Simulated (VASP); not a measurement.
Input:

```
Ni3N
1.0
    4.55386     0.00000     0.00000
   -2.27693     3.94376     0.00000
    0.00000     0.00000     4.23126
Ni N
6 2
Direct
  0.00000   0.67129   0.50000
  0.32871   0.00000   0.00000
  0.32871   0.32871   0.50000
  0.00000   0.32871   0.00000
  0.67129   0.00000   0.50000
  0.67129   0.67129   0.00000
  0.66667   0.33333   0.75000
  0.33333   0.66667   0.25000
```

These are PBEsol GGA, VASP's PBE PAW potentials (set 64) (plane waves; VASP) values and carry that method's errors. Numerical set-up: 520 eV cut-off, 9×9×8 Γ-centred mesh, tetrahedra with Blöchl corrections, potentials Ni N.

The cores are frozen, which limits the accuracy of field gradients.

Give the principal components of the electric field gradient (V/Å²) and the asymmetry η at each nucleus.

```
atom    Vxx    Vyy   Vzz     η
----  -----  -----  ----  ----
Ni1   -39.5  -21.5  61.0  0.30
Ni2   -39.5  -21.5  61.0  0.30
Ni3   -39.5  -21.5  60.9  0.30
Ni4   -39.5  -21.5  61.0  0.30
Ni5   -39.5  -21.5  61.0  0.30
Ni6   -39.5  -21.5  60.9  0.30
N7     -2.4   -2.4   4.7  0.00
N8     -2.4   -2.4   4.7  0.00
```

The structure comes from a computed database's Ni3N entry (P6_322); how it stands against other phases isn't given here. It was relaxed first. The run is not spin-polarised, so no magnetic state was tried.
